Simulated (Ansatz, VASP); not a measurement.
# Zn11P18O56: VASP beside Ansatz, part 2 of 2

One calculation is typed for both programs; each brings its own data sets. How far apart do they land? The structure shown is frame 76 of Ansatz's trajectory.

VASP 6.6.1 and Ansatz 0.2.0.

So far: The structure; Ansatz: dynamics, PBE.

## Step 3: VASP: single point, PBE

Level of this step: PBE; plane waves and PAW (P, Zn, O) (VASP).

The same cell, functional, mesh and smearing now go to VASP, with its own data sets.

Lines of VASP's logs that name or quote its potential files are left out, and so is its time.

Input file INCAR:

```
SYSTEM = Zn11P18O56
PREC = Accurate
ENCUT = 520
EDIFF = 1E-06
NELM = 120
ISMEAR = -1
SIGMA = 0.05
LREAL = Auto
ALGO = Normal
GGA = PE
NBANDS = 344
LORBIT = 11
LWAVE = .FALSE.
LCHARG = .FALSE.
ISIF = 2
LASPH = .TRUE.
GGA_COMPAT = .FALSE.
EFERMI = MIDGAP
NCORE = 2
```

Input file POSCAR:

```
Zn11P18O56
1.0
   10.5564000000      0.0000000000      0.0000000000
    0.0000000000     10.5564000000      0.0000000000
    0.0000000000      0.0000000000     10.5564000000
P Zn O
18 11 56
Direct
    0.7374294267      0.0454321549      0.8691978326
    0.7079212610      0.8675590163      0.3613542496
    0.1630859005      0.0750918874      0.9373176462
    0.6506195294      0.2468834072      0.2446383237
    0.3794949036      0.1353965367      0.3450039786
    0.1684381039      0.4360672199      0.8113656171
    0.2106020992      0.7272649767      0.8445019135
    0.7307415407      0.6241237543      0.9092020007
    0.8756110038      0.9764029404      0.1175305976
    0.3366393846      0.8613163578      0.2217612065
    0.8334564814      0.9538857944      0.5981679360
    0.0549713918      0.1791709295      0.1900647948
    0.3741427002      0.0945871699      0.6105016862
    0.9453317419      0.4561119321      0.5270641507
    0.4259974991      0.6565401084      0.3937611307
    0.5343204123      0.3132412565      0.6676707969
    0.3437440794      0.4265564018      0.0350119359
    0.0901064757      0.7749327422      0.1219449812
    0.0925031261      0.4872968057      0.2390682430
    0.4160035618      0.9281762722      0.8361752112
    0.5143609564      0.6622807018      0.0948239930
    0.0779053465      0.1776268425      0.6703137433
    0.8736879997      0.3550736994      0.9104050623
    0.7771399341      0.2582509189      0.5034955098
    0.2362358380      0.4003827062      0.4942215149
    0.5655337047      0.6065041113      0.6614755030
    0.5193626615      0.2102989656      0.9713349248
    0.9525690576      0.7255314312      0.7352127619
    0.7048330870      0.5337709825      0.3421431549
    0.8076711758      0.1695559092      0.8815315827
    0.0270641507      0.3192281460      0.1886533288
    0.6409571445      0.3876795120      0.2630821113
    0.9632924103      0.8552347391      0.1234701224
    0.1684949415      0.1642226517      0.0682334887
    0.9111723694      0.8298472964      0.5958849608
    0.7781440643      0.7489769240      0.3743605775
    0.3371793414      0.5538820052      0.4290193627
    0.8884562919      0.0891118184      0.5877382441
    0.2198666212      0.5837785609      0.7825773938
    0.4341631617      0.3244761472      0.0700807093
    0.5809272100      0.8682315941      0.3040904096
    0.6980883635      0.6687507105      0.0415293092
    0.4287541207      0.2277196772      0.5923041946
    0.1835000568      0.3588533970      0.6834148005
    0.2369557804      0.0900591111      0.6383805085
    0.3346595430      0.0110264863      0.2435773559
    0.8665169944      0.6775605320      0.8875563639
    0.5278977682      0.4402542533      0.5822344739
    0.3963188208      0.0378159221      0.4704065780
    0.4916259331      0.3013148422      0.8112329961
    0.8148800728      0.9508070933      0.9853927475
    0.2377799250      0.4365029745      0.1273634951
    0.5111212156      0.1774373840      0.3143306430
    0.7254461748      0.9577886401      0.4955477246
    0.1239342958      0.7910367171      0.7524819067
    0.7345780759      0.4813383350      0.9070990110
    0.3347258535      0.7906199083      0.3578208480
    0.0434333674      0.4218388845      0.8781876397
    0.0493444735      0.6804687204      0.2184267364
    0.0856636732      0.1067030427      0.3089784396
    0.9436739798      0.1001951423      0.1159107271
    0.5974385207      0.0271020424      0.9008942442
    0.9540373612      0.3198628320      0.5723921034
    0.6386931151      0.1978136486      0.1136466977
    0.0724678868      0.1453715282      0.8449660869
    0.7547838278      0.1981452010      0.3276401046
    0.4196222197      0.8280758592      0.1094122996
    0.6635311280      0.2519987875      0.6355954682
    0.3450039786      0.7690026903      0.8457712857
    0.0595183964      0.4772839225      0.4374692130
    0.4014247281      0.5558429010      0.0026713652
    0.2722424311      0.3796180516      0.8967829942
    0.1004793301      0.9510154977      0.9779375545
    0.5268368004      0.6259899208      0.2961615702
    0.3067333561      0.0718710924      0.9194611799
    0.6232048805      0.6728240688      0.8186408245
    0.8201943844      0.4655943314      0.4413720587
    0.1892217044      0.8571861619      0.1842768368
    0.7643041188      0.9580823008      0.7531829033
    0.7819616536      0.9627998181      0.2271134099
    0.1435906180      0.7139365693      0.9874957372
    0.9263574703      0.5622750180      0.6244647797
    0.2910935546      0.2323803569      0.3848281611
    0.4892671744      0.7098821568      0.5152893032
    0.4738357773      0.0268368004      0.6987988329
```

Input file KPOINTS:

```
Automatic mesh
0
Gamma
1 1 1
0 0 0
```

PAW data sets: P, Zn and O (PBE family, release 64).

On the command line:

```
mpirun -np 8 vasp_gam
```

Numbers of over 12 decimals in the logs are rounded to 6 here.

What it wrote:

```text
[banner, memory and clock lines left out]
running    8 mpi-ranks, on    1 nodes
[...]
LDA part: xc-table for (Slater+PW92), standard interpolation
 POSCAR, INCAR and KPOINTS ok, starting setup
[...]
entering main loop
       N       E                     dE             d eps       ncg     rms          rms(c)
DAV:   1     0.955288461394E+04    0.95529E+04   -0.27571E+05   688   0.193E+03
DAV:   2     0.107972963292E+04   -0.84732E+04   -0.81001E+04   760   0.549E+02
DAV:   3    -0.504226298290E+03   -0.15840E+04   -0.15339E+04   752   0.246E+02
DAV:   4    -0.623263745877E+03   -0.11904E+03   -0.11754E+03   808   0.753E+01
[...]
DAV:  19    -0.539053974340E+03    0.13947E-05   -0.16586E-05   976   0.226E-02    0.629E-03
DAV:  20    -0.539053974460E+03   -0.12066E-06   -0.14469E-05   752   0.129E-02    0.411E-03
DAV:  21    -0.539053974211E+03    0.24933E-06   -0.15399E-06   528   0.124E-02
   1 F= -.53905397E+03 E0= -.53905397E+03  d E =-.424379E-08
```

Parts of OUTCAR (step 3):

```text
  FREE ENERGIE OF THE ION-ELECTRON SYSTEM (eV)
  ---------------------------------------------------
  free  energy   TOTEN  =      -539.0539742111 eV

  energy  without entropy=     -539.0539742069  energy(sigma->0) =     -539.05397421

[... 1 further part left out ...]
```

The run ends at a pressure of -1.79 GPa, with forces up to 5.3 eV/Å.

## Step 4: Comparison

Known differences besides the potentials themselves: the cutoff is 420 eV in Ansatz and 520 eV in VASP (PREC = Accurate, projectors in real space). Total energies have different zeros and are not compared.

Forces on 10 of the 85 atoms, those with the largest forces and the largest differences (eV/Å; atoms numbered as in POSCAR):

| atom | Ansatz x, y, z | VASP x, y, z |
| --- | --- | --- |
| P5 | 0.710, -5.261, 1.214 | 0.704, -5.157, 1.208 |
| P9 | -1.688, -3.576, -0.539 | -1.621, -3.544, -0.557 |
| P12 | 3.520, -1.224, -0.594 | 3.431, -1.139, -0.683 |
| P13 | 2.231, -3.204, 0.707 | 2.160, -3.136, 0.683 |
| P15 | 0.929, 2.018, 3.468 | 0.865, 1.937, 3.491 |
| O40 | -0.136, -0.227, 0.598 | -0.281, -0.056, 0.611 |
| O50 | 1.480, 0.875, -3.336 | 1.476, 0.892, -3.395 |
| O56 | 0.817, -3.685, -0.413 | 0.784, -3.522, -0.413 |
| O69 | 0.761, -0.041, 0.516 | 0.603, -0.145, 0.530 |
| O77 | 1.821, -1.849, 1.461 | 1.985, -1.905, 1.584 |

The forces differ by 60 meV/Å r.m.s., which is 4.7 % of the r.m.s. force of 1.278 eV/Å (both taken over all components).

## Step 5: Summary of results

```yaml
r_m_s_force_difference_single_point_pbe: 4.7 % of the r.m.s. force
```

What this shows: The r.m.s. force difference is 4.7 % of the r.m.s. force (single point, PBE), beyond the 3 % picked in this series as the mark of a large difference. What causes the difference of the single point, PBE pair stays open here. 2 further runs of this series are not shown here. How closely two codes agree says nothing of how well the functional describes the real material.

[Lines on the potential files, build, host, timing and source positions are cut from VASP's logs without a mark.]

[Logs are printed without paths, hosts, clocks, repeated set-up lines and the standing remarks that a program may print on its own settings, such as how far it seeks lower states.]

[Hosts, paths, dates, database ids (printed as entryN), source tags and the programs' standing remarks are cut or masked in the printed files.]
